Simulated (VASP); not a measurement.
# NaMgF3 (Pmmm) in VASP: notebook, part 2 of 2

VASP 6.6.1. The steps go on from the part before.

## 5. Single point, LDA (strain +0.0250 x Voigt [1, -1, 0, 0, 0, 0], atoms carried along)

The input, INCAR:

```
SYSTEM = NaMgF3
ALGO = Normal
EDIFF = 1E-6
ENCUT = 520
ISIF = 2
ISMEAR = 0
LASPH = .TRUE.
LCHARG = .FALSE.
LREAL = .FALSE.
LWAVE = .FALSE.
NBANDS = 23
NELM = 100
PREC = Accurate
SIGMA = 0.05
```

The input, KPOINTS:

```
k-points
0
G
  6 6 6
  0 0 0
```

The input, POSCAR:

```
NaMgF3
1.0
    4.0496099750      0.0000000000      0.0000000000
    0.0000000000      3.8520680250      0.0000000000
    0.0000000000      0.0000000000      3.9508390000
Na Mg F
1 1 3
Direct
    0.0000000000      0.0000000000      0.0000000000
    0.5000000000      0.5000000000      0.5000000000
    0.5000000000      0.5000000000      0.0000000000
    0.5000000000      0.0000000000      0.5000000000
    0.0000000000      0.5000000000      0.5000000000
```

Potentials or basis: VASP PAW LDA potentials, release 64 (Na_pv, Mg, F).

The run is started by

```
$ cat potpaw_LDA.64/Na_pv/POTCAR potpaw_LDA.64/Mg/POTCAR potpaw_LDA.64/F/POTCAR > POTCAR
$ mpirun -np 1 vasp_std > vasp.out
```

OUTCAR:

```text
SYSTEM = NaMgF3
   EDIFF = 1E-6
   ENCUT = 520
   ISIF = 2
   ISMEAR = 0
   LASPH = .TRUE.
   LREAL = .FALSE.
   NELM = 100
   PREC = Accurate

 ion  position               nearest neighbor table
   1  0.000  0.000  0.000-
   2  0.500  0.500  0.500-   4 1.93   4 1.93   3 1.98   3 1.98   5 2.02   5 2.02
   3  0.500  0.500  0.000-   2 1.98   2 1.98
   4  0.500  0.000  0.500-   2 1.93   2 1.93
   5  0.000  0.500  0.500-   2 2.02   2 2.02

  LATTYP: Found a simple orthorhombic cell.
 ALAT       =     3.8520680250
 B/A-ratio  =     1.0256410256
 C/A-ratio  =     1.0512820513

  Lattice vectors:

 A1 = (   0.0000000000,   3.8520680250,   0.0000000000)
 A2 = (   0.0000000000,   0.0000000000,   3.9508390000)
 A3 = (   4.0496099750,   0.0000000000,   0.0000000000)

Analysis of symmetry for initial positions (statically):
=====================================================================
 Subroutine PRICEL returns:
 Original cell was already a primitive cell.
[... 170 lines left out ...]
  ext. energy  EPLUGINS =         0.00000000
  ---------------------------------------------------
  free energy    TOTEN  =       -26.57927964 eV

  energy without entropy =      -26.57927964  energy(sigma->0) =      -26.57927964

 E-fermi :  -1.7892     XC(G=0):  -9.8826

 val. band max:       -2.0172861033   @ k =   0.5000   0.5000   0.5000
 cond. band min:       3.5606798996   @ k =   0.0000   0.0000   0.0000
 fundamental gap:      5.5779660029
 Fermi energy:        -1.7892312590

 k-point     1 :       0.0000    0.0000    0.0000
  band No.  band energies     occupation
      1     -22.1057      2.00000
      2     -22.1031      2.00000
      3     -22.1019      2.00000
      4     -21.9532      2.00000
      5     -21.1668      2.00000
      6     -21.0736      2.00000
[... 613 lines left out ...]
     22      14.6802      0.00000
     23      14.9428      0.00000

 [... further k-points ...]
[... 5 lines left out ...]
  --------------------------------------------------------------------------------------
  -------------------------------------------------------------------------------------
  Total       -3.6350463     -1.8033551     -2.8685930      0.0000000      0.0000000      0.0000000
  in kB      -94.4983118    -46.8808378    -74.5732439      0.0000000      0.0000000      0.0000000
  external PRESSURE =     -71.9841312 kB  Pullay stress =       0.0000000 kB

 VOLUME and BASIS-vectors are now :
 -----------------------------------------------------------------------------
  energy-cutoff  :      520.00
  volume of cell :       61.63
      direct lattice vectors                 reciprocal lattice vectors
     4.049609975  0.000000000  0.000000000     0.246937361  0.000000000  0.000000000
     0.000000000  3.852068025  0.000000000     0.000000000  0.259600815  0.000000000
     0.000000000  0.000000000  3.950839000     0.000000000  0.000000000  0.253110795

 POSITION                                       TOTAL-FORCE (eV/Angst)
 -----------------------------------------------------------------------------------
      0.00000      0.00000      0.00000         0.000000      0.000000      0.000000
      2.02480      1.92603      1.97542         0.000000      0.000000      0.000000
      2.02480      1.92603      0.00000         0.000000      0.000000      0.000000
      2.02480      0.00000      1.97542         0.000000      0.000000      0.000000
      0.00000      1.92603      1.97542         0.000000      0.000000      0.000000
 -----------------------------------------------------------------------------------
    total drift:                                0.000000      0.000000     -0.000000

  FREE ENERGIE OF THE ION-ELECTRON SYSTEM (eV)
  ---------------------------------------------------
  free  energy   TOTEN  =       -26.5792796403 eV

  energy  without entropy=      -26.5792796403  energy(sigma->0) =      -26.57927964
```

OSZICAR:

```text
N       E                     dE             d eps       ncg     rms          rms(c)
DAV:   1     0.267530470742E+03    0.26753E+03   -0.15884E+04  2976   0.137E+03
DAV:   2    -0.916456642501E+01   -0.27670E+03   -0.25858E+03  3397   0.391E+02
DAV:   3    -0.284967526054E+02   -0.19332E+02   -0.19239E+02  3596   0.103E+02
DAV:   4    -0.287599547959E+02   -0.26320E+00   -0.26313E+00  3329   0.132E+01
DAV:   5    -0.287639129494E+02   -0.39582E-02   -0.39580E-02  3413   0.156E+00    0.830E+00
DAV:   6    -0.267075773774E+02    0.20563E+01   -0.65066E+00  3532   0.176E+01    0.265E+00
DAV:   7    -0.266303908126E+02    0.77187E-01   -0.81761E-02  3049   0.295E+00    0.157E+00
DAV:   8    -0.265795608558E+02    0.50830E-01   -0.49388E-02  3877   0.645E+00    0.232E-01
DAV:   9    -0.265794411716E+02    0.11968E-03   -0.57222E-03  3315   0.599E-01    0.991E-02
DAV:  10    -0.265792929842E+02    0.14819E-03   -0.79528E-04  3378   0.231E-01    0.216E-02
DAV:  11    -0.265792801330E+02    0.12851E-04   -0.69404E-05  3565   0.124E-01    0.791E-03
DAV:  12    -0.265792796403E+02    0.49276E-06   -0.84074E-06  3416   0.261E-02
   1 F= -.26579280E+02 E0= -.26579280E+02  d E =-.391424E-12
```

Run time: 53 s. Hardware: 1 thread of Intel Xeon Platinum 8259CL at 2.50GHz (Skylake/Cascade Lake), shared host; peak memory 0.2 GiB.

Results:

```
Free energy            : -26.5793 eV
Pressure               : -7.2 GPa
Band gap on the k mesh : 5.58 eV, indirect (least direct gap 6.04 eV)
```

Levels at points of the mesh, in eV from the valence-band top:
| k point | band 12 | band 13 | band 14 | band 15 | band 16 | band 17 | band 18 | band 19 |
| --- | --- | --- | --- | --- | --- | --- | --- | --- |
| (0.00, 0.00, 0.00) | -0.63 | -0.49 | -0.48 | -0.47 | 5.58 | 12.79 | 13.07 | 13.13 |
| (0.50, 0.00, 0.00) | -0.96 | -0.90 | -0.55 | -0.54 | 8.37 | 8.92 | 14.28 | 14.43 |
| (0.00, 0.50, 0.00) | -1.17 | -0.88 | -0.55 | -0.55 | 8.71 | 8.92 | 14.08 | 14.41 |
| (0.50, 0.50, 0.00) | -1.21 | -1.16 | -0.99 | -0.05 | 10.11 | 10.59 | 10.80 | 12.58 |
| (0.00, 0.00, 0.50) | -1.03 | -0.89 | -0.55 | -0.54 | 8.53 | 8.92 | 13.99 | 14.48 |
| (0.50, 0.00, 0.50) | -1.17 | -1.02 | -0.95 | -0.07 | 10.00 | 10.56 | 10.66 | 12.56 |
| (0.00, 0.50, 0.50) | -1.19 | -1.19 | -1.10 | -0.01 | 10.20 | 10.73 | 10.84 | 12.61 |
| (0.50, 0.50, 0.50) | -1.15 | -0.06 | -0.04 | 0.00 | 9.90 | 12.29 | 12.40 | 12.50 |

## 6. The runs side by side

| cell | gap on the mesh (eV) | pressure (GPa) |
| --- | --- | --- |
| strain +0.0625 x Voigt [1, -1, 0, 0, 0, 0], atoms carried along | 5.53 | -5.7 |
| strain +0.0875 x Voigt [1, -1, 0, 0, 0, 0], atoms carried along | 5.50 | -4.0 |
| strain +0.0375 x Voigt [1, -1, 0, 0, 0, 0], atoms carried along | 5.56 | -6.8 |
| strain +0.0250 x Voigt [1, -1, 0, 0, 0, 0], atoms carried along | 5.58 | -7.2 |

Alike in all rows: task single point; level LDA; potentials or basis VASP PAW LDA potentials, release 64 (Na_pv, Mg, F); no spin polarisation; k mesh 6 × 6 × 6; cutoff (eV) 520; smearing gaussian 0.05 eV.

Total energies depend on the potentials used, so only differences within one code and one set of settings carry meaning.
